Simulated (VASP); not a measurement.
Given:

```
MoS2
1.0
    3.15039     0.00000     0.00000
   -1.57519     2.72832     0.00000
    0.00000     0.00000    13.03343
Mo S
2 4
Cartesian
  0.00000   0.00000   3.25836
  0.00000   0.00000   9.77507
  0.00000   1.81888   4.79291
  1.57520   0.90944   8.24052
  1.57520   0.90944  11.30963
  0.00000   1.81888   1.72380
```

Level of theory: PBE GGA, VASP's PBE PAW potentials (set 64) (plane waves; VASP). Numerical set-up: 300 eV cut-off, 8×8×2 Γ-centred mesh, Gaussian smearing of 0.010 eV, potentials Mo_sv S.

At this cut-off the stress carries a Pulay error, which pulls relaxed volumes low.

Problem. What does the run give for the energy per atom (σ→0), pressure, largest force?

Solution. 
| Item | Result |
|---|---|
| energy per atom (σ→0) | -7.262 eV/atom |
| pressure | 57.1 kbar |
| largest force | 0.725 eV/Å |

The absolute energy has meaning only against runs of the same code, potentials and settings.

The structure comes from a computed database's MoS2 entry; how it stands against other phases isn't given here. The cell was not relaxed at this level.
